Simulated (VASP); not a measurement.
```xyz
1
Lattice="-1.7753 1.7753 1.7753 1.7753 -1.7753 1.7753 1.7753 1.7753 -1.7753" Properties=species:S:1:pos:R:3 pbc="T T T"
Mg     0.0000     0.0000     0.0000
```

These are r2SCAN meta-GGA, VASP's PBE PAW potentials (set 64) (plane waves; VASP) values and carry that method's errors. Run with 400 eV cut-off, 13×13×13 Γ-centred mesh, first-order Methfessel-Paxton smearing of 0.10 eV, potentials Mg.

Task: Estimate the energy per atom (σ→0), band gap (on the k-mesh) with the smallest direct gap where there is one.

Result: 
```json
{
  "band gap (on the k-mesh)": "none (metal, semimetal or under 0.01 eV)",
  "energy per atom (σ→0)": "-4.113 eV/atom"
}
```

Total energies compare only between runs with the same potentials, cut-off and functional.

The structure was generated: Mg was put into the bcc type (Im-3m), which need not be its known phase. It was relaxed first. The start is the result of an earlier pass.
